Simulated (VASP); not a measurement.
Here is the system:

```
Au3Ru
1.0
    0.00000     3.44891     3.44891
    3.44891     0.00000     3.44891
    3.44891     3.44891     0.00000
Ru Au
1 3
Direct
  0.00000   0.00000   0.00000
  0.50000   0.50000   0.50000
  0.25000   0.25000   0.25000
  0.75000   0.75000   0.75000
```

All values below come from PBE GGA, VASP's PBE PAW potentials (set 64) (plane waves; VASP). Run with 300 eV cut-off, 6×6×6 Γ-centred mesh, Fermi-Dirac smearing of 0.050 eV, potentials Ru_pv Au.

### Question
Give the energies of bands 14 to 27 at the high-symmetry points, in eV from the Fermi level.

### Answer

| band | Γ | X | U | L | W |
|---|---|---|---|---|---|
| 14 | -2.88 | -2.75 | -3.02 | -3.52 | -3.31 |
| 15 | -2.88 | -2.52 | -2.59 | -3.52 | -2.66 |
| 16 | -2.31 | -2.37 | -2.58 | -2.39 | -2.38 |
| 17 | -2.31 | -2.37 | -2.29 | -2.39 | -2.38 |
| 18 | -2.21 | -2.23 | -2.08 | -2.07 | -1.78 |
| 19 | -2.21 | -1.84 | -1.81 | -2.07 | -1.68 |
| 20 | -0.28 | -1.53 | -1.72 | -1.51 | -1.38 |
| 21 | -0.28 | -0.97 | -1.26 | -0.64 | -1.15 |
| 22 | -0.28 | -0.18 | -0.55 | -0.64 | -1.15 |
| 23 | 0.07 | 0.15 | -0.28 | -0.11 | 0.02 |
| 24 | 0.07 | 0.15 | 0.12 | -0.11 | 0.11 |
| 25 | 2.52 | 0.47 | 0.17 | 0.24 | 0.11 |
| 26 | 4.17 | 0.59 | 0.55 | 3.31 | 0.46 |
| 27 | 6.43 | 0.59 | 1.96 | 5.16 | 0.56 |

It has no gap at this level: it comes out as a metal or semimetal.

The structure was generated: RuAu3 was put into an ordered model structure, which need not be its known phase. The cell was not relaxed at this level. The electron count is odd and the run is not spin-polarised, which forces a metal.
